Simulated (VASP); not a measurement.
All values below come from PBE GGA, VASP's PBE PAW potentials (set 64) (plane waves; VASP).

The input files of a VASP run:

INCAR:
```
ALGO  =  Normal
EDIFF  =  1E-6
ENCUT  =  400
GGA  =  PE
ISIF  =  2
ISMEAR  =  0
LASPH  =  .True.
LCHARG  =  .False.
LMAXMIX  =  4
LREAL  =  .False.
LWAVE  =  .False.
NELM  =  100
PREC  =  Accurate
SIGMA  =  0.05
SYSTEM  =  ZnSe
```

### POSCAR
```
ZnSe
1
    0.0000000000     2.8350000000     2.8350000000
    2.8350000000     0.0000000000     2.8350000000
    2.8350000000     2.8350000000     0.0000000000
Zn Se
1 1
Direct
  0.0000000000   0.0000000000   0.0000000000
  0.2500000000   0.2500000000   0.2500000000
```

KPOINTS:
```
Automatic mesh
0
Gamma
7 7 7
0 0 0
```

POTCAR, in this order: Zn Se (PBE.64 set). Program: vasp_std.

The resulting files:

File OSZICAR:
```
       N       E                     dE             d eps       ncg     rms          rms(c)
DAV:   1     0.781942238693E+02    0.78194E+02   -0.76978E+03   520   0.133E+03
DAV:   2    -0.125500332820E+01   -0.79449E+02   -0.76052E+02   545   0.247E+02
DAV:   3    -0.626250839291E+01   -0.50075E+01   -0.49883E+01   675   0.654E+01
DAV:   4    -0.630683435544E+01   -0.44326E-01   -0.44318E-01   560   0.648E+00
DAV:   5    -0.630707638148E+01   -0.24203E-03   -0.24202E-03   600   0.469E-01    0.495E+00
DAV:   6    -0.603534535263E+01    0.27173E+00   -0.69223E-01   752   0.291E+01    0.374E+00
DAV:   7    -0.601792636323E+01    0.17419E-01   -0.19465E-01   555   0.443E+00    0.156E+00
DAV:   8    -0.601810529768E+01   -0.17893E-03   -0.43074E-03   650   0.674E-01    0.475E-01
DAV:   9    -0.601834841590E+01   -0.24312E-03   -0.11406E-03   575   0.297E-01    0.687E-02
DAV:  10    -0.601843394615E+01   -0.85530E-04   -0.13314E-04   593   0.110E-01    0.182E-02
DAV:  11    -0.601844885605E+01   -0.14910E-04   -0.31478E-05   580   0.553E-02    0.610E-03
DAV:  12    -0.601845016214E+01   -0.13061E-05   -0.35066E-06   600   0.197E-02    0.425E-03
DAV:  13    -0.601845016060E+01    0.15434E-08   -0.61378E-07   390   0.892E-03
   1 F= -.60184502E+01 E0= -.60184502E+01  d E =-.148922E-11
```

File OUTCAR:
```
------------------------ aborting loop because EDIFF is reached ----------------------------------------
  FORCE on cell =-STRESS in cart. coord.  units (eV):
  Direction    XX          YY          ZZ          XY          YZ          ZX
  --------------------------------------------------------------------------------------
  Total        0.5797317      0.5797317      0.5797317     -0.0000000     -0.0000000      0.0000000
  in kB       20.3820771     20.3820771     20.3820771     -0.0000000     -0.0000000      0.0000000
  external PRESSURE =      20.3820771 kB  Pullay stress =       0.0000000 kB
  volume of cell :       45.57
      direct lattice vectors                 reciprocal lattice vectors
     0.000000000  2.835000000  2.835000000    -0.176366843  0.176366843  0.176366843
     2.835000000  0.000000000  2.835000000     0.176366843 -0.176366843  0.176366843
     2.835000000  2.835000000  0.000000000     0.176366843  0.176366843 -0.176366843
  FREE ENERGIE OF THE ION-ELECTRON SYSTEM (eV)
  ---------------------------------------------------
  free  energy   TOTEN  =        -6.0184501606 eV

  energy  without entropy=       -6.0184501606  energy(sigma->0) =       -6.01845016
```
(Selected blocks of OUTCAR.)

The compound is ZnSe in the zinc blende structure. The cell was not relaxed at this level.
